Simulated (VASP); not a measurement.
Data:

```
MoOs3
1.0
    3.86305     0.00000     0.00000
    0.00000     3.86305     0.00000
    0.00000     0.00000     3.86305
Os Mo
3 1
Direct
  0.00000   0.50000   0.50000
  0.50000   0.50000   0.00000
  0.50000   0.00000   0.50000
  0.00000   0.00000   0.00000
```

Calculation: PBE GGA, VASP's PBE PAW potentials (set 64) (plane waves; VASP). Numerical set-up: 300 eV cut-off, 7×7×7 Γ-centred mesh, Gaussian smearing of 0.14 eV, potentials Os Mo_sv.

Problem. Give the energies of bands 9 to 22 at the high-symmetry points, in eV from the Fermi level.

Solution. 
```
band      Γ      X      M      R
----  -----  -----  -----  -----
9     -6.17  -4.83  -3.91  -2.81
10    -6.17  -4.30  -3.55  -2.81
11    -6.17  -3.60  -3.48  -2.81
12    -2.34  -3.60  -3.48  -2.50
13    -2.34  -3.41  -3.43  -2.50
14    -2.34  -3.41  -3.43  -2.50
15     0.56  -1.82  -3.35  -2.13
16     0.56  -1.51  -2.76  -2.13
17     2.58  -0.57  -1.15  -0.05
18     2.92  -0.46  -1.14   0.54
19     2.92  -0.46  -1.14   0.54
20     2.92   0.21   0.05   0.54
21     3.18   0.21   0.08   2.61
22     3.18   0.56   0.10   2.61
```

It has no gap at this level: it comes out as a metal or semimetal.

The structure was generated: MoOs3 was put into an ordered model structure, which need not be its known phase. The cell was not relaxed at this level.
